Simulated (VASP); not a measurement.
Given:

```xyz
4
Lattice="0.0000 3.2775 3.2775 3.2775 0.0000 3.2775 3.2775 3.2775 0.0000" Properties=species:S:1:pos:R:3 pbc="T T T"
Ga     1.6387     1.6387     1.6387
Ga     4.9162     4.9162     4.9162
Ga     3.2775     3.2775     3.2775
Ag     0.0000     0.0000     0.0000
```

Level of theory: PBEsol GGA with spin-orbit coupling, VASP's PBE PAW potentials (set 64) (plane waves; VASP). Settings: 400 eV cut-off, 7×7×7 Γ-centred mesh, Gaussian smearing of 0.050 eV, potentials Ga_d Ag.

What does the run give for the energy per atom (σ→0), band gap (over mesh and band path) with the smallest direct gap where there is one?

| Quantity | Result |
|---|---|
| band gap (over mesh and band path) | none (metal, semimetal or under 0.01 eV) |
| energy per atom (σ→0) | -3.267 eV/atom |

The absolute energy has meaning only against runs of the same code, potentials and settings.

The structure comes from a computed database's Ga3Ag entry (Fm-3m); how it stands against other phases isn't given here. It was relaxed first, which changed the volume by -7 %.
